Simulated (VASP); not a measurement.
A convergence study with VASP on Tl (hcp): one setting is varied, all else stays as given below, so the limit is that of these other settings.

```
Tl
1.0
    1.73000    -2.99645     0.00000
    1.73000     2.99645     0.00000
    0.00000     0.00000     5.52000
Tl
2
Direct
  0.33333   0.66667   0.25000
  0.66667   0.33333   0.75000
```

The numbers are results of PBE GGA, VASP's PBE PAW potentials (set 64) (plane waves; VASP), not measurements. The tightest run used: 550 eV cut-off, 22×22×13 Γ-centred mesh, tetrahedra with Blöchl corrections, potentials Tl_d.

The reference is 22×22×13 mesh, which took about 3 core-minutes. Costs are core time on shared hosts, one run each; read them as rough ratios.

### Question
Of the settings 3×3×2 mesh; 4×4×2 mesh; 5×5×3 mesh; 6×6×3 mesh; 7×7×4 mesh; 8×8×5 mesh; 9×9×5 mesh; 10×10×6 mesh; 11×11×6 mesh; 12×12×7 mesh; 13×13×7 mesh; 14×14×8 mesh; 15×15×9 mesh; 16×16×9 mesh; 17×17×10 mesh; 18×18×10 mesh; 19×19×11 mesh; 20×20×11 mesh; 21×21×12 mesh; 22×22×13 mesh, which is the lowest that keeps the difference from the reference in the stress, largest component (GPa) within 0.2 from there on, and what does it cost?

### Answer
10×10×6 mesh; its cost over the reference is about 1/5.
| setting | difference in the stress, largest component (GPa) | cost over the reference |
|---|---|---|
| 3×3×2 mesh | 5.52 | about 1/20 |
| 4×4×2 mesh | 0.76 | about 1/20 |
| 5×5×3 mesh | 0.59 | about 1/10 |
| 6×6×3 mesh | 0.68 | about 1/10 |
| 7×7×4 mesh | 0.61 | about 1/9 |
| 8×8×5 mesh | 0.28 | about 1/9 |
| 9×9×5 mesh | 0.49 | about 1/7 |
| 10×10×6 mesh | 0.08 | about 1/5 |
| 11×11×6 mesh | 0.07 | about 1/5 |
| 12×12×7 mesh | 0.06 | about 1/4 |
| 13×13×7 mesh | 0.06 | about 1/4 |
| 14×14×8 mesh | 0.03 | about 1/3 |
| 15×15×9 mesh | 0.02 | about 1/3 |
| 16×16×9 mesh | 0.06 | about 1/3 |
| 17×17×10 mesh | 0.04 | within a factor of 2 |
| 18×18×10 mesh | 0.05 | within a factor of 2 |
| 19×19×11 mesh | 0.03 | within a factor of 2 |
| 20×20×11 mesh | 0.01 | within a factor of 2 |
| 21×21×12 mesh | 0.02 | within a factor of 2 |
| 22×22×13 mesh | 0.00 | reference |

Left out are rungs that failed or repeat a setting and relaxations that didn't move; long series are thinned to 24 rows.

The compound is Tl in the hcp structure. The cell was not relaxed at this level.
